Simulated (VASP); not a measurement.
Output of a VASP run:

### OSZICAR
```
       N       E                     dE             d eps       ncg     rms          rms(c)
DAV:   1     0.180995545768E+04    0.18100E+04   -0.50518E+04  2608   0.219E+03
DAV:   2     0.220501022095E+03   -0.15895E+04   -0.15568E+04  2544   0.817E+02
DAV:   3    -0.393260417794E+02   -0.25983E+03   -0.25080E+03  3343   0.280E+02
DAV:   4    -0.708545975607E+02   -0.31529E+02   -0.30743E+02  3864   0.846E+01
DAV:   5    -0.732778282265E+02   -0.24232E+01   -0.24031E+01  4536   0.214E+01    0.175E+01
DAV:   6    -0.705768093399E+02    0.27010E+01   -0.98356E+00  3696   0.156E+01    0.569E+00
DAV:   7    -0.703583149726E+02    0.21849E+00   -0.18603E+00  3960   0.671E+00    0.267E+00
DAV:   8    -0.703642229835E+02   -0.59080E-02   -0.26523E-01  4120   0.276E+00    0.564E-01
DAV:   9    -0.703648315832E+02   -0.60860E-03   -0.41292E-02  4024   0.110E+00    0.394E-01
DAV:  10    -0.703655392411E+02   -0.70766E-03   -0.63881E-03  4104   0.388E-01    0.599E-02
DAV:  11    -0.703654905551E+02    0.48686E-04   -0.64751E-04  3440   0.140E-01    0.264E-02
DAV:  12    -0.703654738279E+02    0.16727E-04   -0.72294E-05  4216   0.474E-02    0.692E-03
DAV:  13    -0.703654739581E+02   -0.13022E-06   -0.59840E-06  2768   0.135E-02
   1 F= -.70365474E+02 E0= -.70363219E+02  d E =-.703655E+02
       N       E                     dE             d eps       ncg     rms          rms(c)
DAV:   1    -0.703858323428E+02   -0.20359E-01   -0.75811E-01  2864   0.719E+00    0.940E-01
DAV:   2    -0.703707005198E+02    0.15132E-01   -0.77323E-02  3384   0.213E+00    0.529E-01
DAV:   3    -0.703650123597E+02    0.56882E-02   -0.43804E-02  3800   0.121E+00    0.286E-01
DAV:   4    -0.703647415048E+02    0.27085E-03   -0.52618E-03  3496   0.343E-01    0.105E-01
DAV:   5    -0.703648869668E+02   -0.14546E-03   -0.55759E-04  4104   0.113E-01    0.909E-02
DAV:   6    -0.703649206725E+02   -0.33706E-04   -0.13861E-04  3680   0.475E-02    0.507E-02
DAV:   7    -0.703649166298E+02    0.40427E-05   -0.14186E-04  3784   0.442E-02    0.751E-03
DAV:   8    -0.703649249852E+02   -0.83554E-05   -0.14506E-05  3080   0.185E-02    0.689E-03
DAV:   9    -0.703649234200E+02    0.15652E-05   -0.70858E-07  1800   0.575E-03    0.127E-03
DAV:  10    -0.703649236016E+02   -0.18163E-06   -0.33115E-07  1768   0.366E-03
   2 F= -.70364924E+02 E0= -.70362688E+02  d E =0.550356E-03
       N       E                     dE             d eps       ncg     rms          rms(c)
DAV:   1    -0.703744636715E+02   -0.95403E-02   -0.31617E-01  2780   0.463E+00    0.612E-01
DAV:   2    -0.703679953092E+02    0.64684E-02   -0.32089E-02  3319   0.138E+00    0.341E-01
DAV:   3    -0.703656107761E+02    0.23845E-02   -0.18193E-02  3763   0.778E-01    0.186E-01
DAV:   4    -0.703655398719E+02    0.70904E-04   -0.21807E-03  3482   0.222E-01    0.682E-02
DAV:   5    -0.703656372216E+02   -0.97350E-04   -0.23954E-04  4163   0.727E-02    0.593E-02
DAV:   6    -0.703656755198E+02   -0.38298E-04   -0.54877E-05  3530   0.302E-02    0.333E-02
DAV:   7    -0.703657113463E+02   -0.35827E-04   -0.62070E-05  3754   0.291E-02    0.511E-03
DAV:   8    -0.703657070941E+02    0.42522E-05   -0.60742E-06  2768   0.126E-02    0.418E-03
DAV:   9    -0.703657080566E+02   -0.96246E-06   -0.31021E-07  1673   0.448E-03
   3 F= -.70365708E+02 E0= -.70363459E+02  d E =-.234098E-03
```

**OUTCAR**
```
------------------------ aborting loop because EDIFF is reached ----------------------------------------
  FORCE on cell =-STRESS in cart. coord.  units (eV):
  Direction    XX          YY          ZZ          XY          YZ          ZX
  --------------------------------------------------------------------------------------
  Total        0.0041906      0.0041906      0.0041906     -0.0000000     -0.0000000      0.0000000
  in kB        0.0447059      0.0447059      0.0447059     -0.0000000     -0.0000000      0.0000000
  external PRESSURE =       0.0447059 kB  Pullay stress =       0.0000000 kB
  volume of cell :      150.18
      direct lattice vectors                 reciprocal lattice vectors
     5.315475912  0.000000000  0.000000000     0.188129909  0.000000000  0.000000000
    -0.000000000  5.315475912 -0.000000000    -0.000000000  0.188129909  0.000000000
    -0.000000000 -0.000000000  5.315475912    -0.000000000  0.000000000  0.188129909
 POSITION                                       TOTAL-FORCE (eV/Angst)
 -----------------------------------------------------------------------------------
      1.32887      0.00000      2.65774        -0.000000     -0.000000     -0.000000
      2.65774      1.32887     -0.00000        -0.000000      0.000000     -0.000000
      2.65774      3.98661     -0.00000         0.000000     -0.000000      0.000000
      3.98661      0.00000      2.65774         0.000000      0.000000      0.000000
     -0.00000      2.65774      3.98661        -0.000000     -0.000000     -0.000000
     -0.00000      2.65774      1.32887         0.000000     -0.000000      0.000000
      2.65774      2.65774      2.65774         0.000000     -0.000000      0.000000
     -0.00000     -0.00000      0.00000         0.000000     -0.000000      0.000000
 -----------------------------------------------------------------------------------
    total drift:                                0.000000     -0.000000      0.000000
  FREE ENERGIE OF THE ION-ELECTRON SYSTEM (eV)
  ---------------------------------------------------
  free  energy   TOTEN  =       -70.3657080566 eV

  energy  without entropy=      -70.3589619793  energy(sigma->0) =      -70.36345936

 reached required accuracy - stopping structural energy minimisation
```
(Selected blocks of OUTCAR.)

**POSCAR**
```
Nb3Sn
1
    5.3123692862     0.0000000000     0.0000000000
   -0.0000000000     5.3123692862     0.0000000000
    0.0000000000     0.0000000000     5.3123692862
Nb Sn
6 2
Direct
  0.2500000000   0.0000000000   0.5000000000
  0.5000000000   0.2500000000   0.0000000000
  0.5000000000   0.7500000000   0.0000000000
  0.7500000000   0.0000000000   0.5000000000
  0.0000000000   0.5000000000   0.7500000000
  0.0000000000   0.5000000000   0.2500000000
  0.5000000000   0.5000000000   0.5000000000
  0.0000000000   0.0000000000   0.0000000000
```

Q: Write an INCAR and KPOINTS that could have produced this output.

A: This is not unique; one that fits is the input of the run itself, PBE GGA, plane waves, VASP's PBE PAW potentials (set 64).

### INCAR
```
! general
SYSTEM =Nb3Sn
PREC   =Accurate
ENCUT  =500
LREAL  =.FALSE.
LASPH  =.TRUE.

! electronic loop
EDIFF  =1E-6
NELM   =100
ALGO   =Normal
LMAXMIX=4

! smearing
ISMEAR =1
SIGMA  =0.1

! functional
GGA    =PE

! ions
IBRION =2
NSW    =40
ISIF   =3
EDIFFG =-0.02

! output
LWAVE  =.FALSE.
LCHARG =.FALSE.
```

**KPOINTS**
```
K-points
0
G
  6 6 6
```

POTCAR, in this order: Nb_sv Sn_d (PBE.64 set). Program: vasp_std.

The compound is Nb3Sn in the A15 structure. This run relaxes it. Symmetry was kept, so distortions that lower it aren't found.
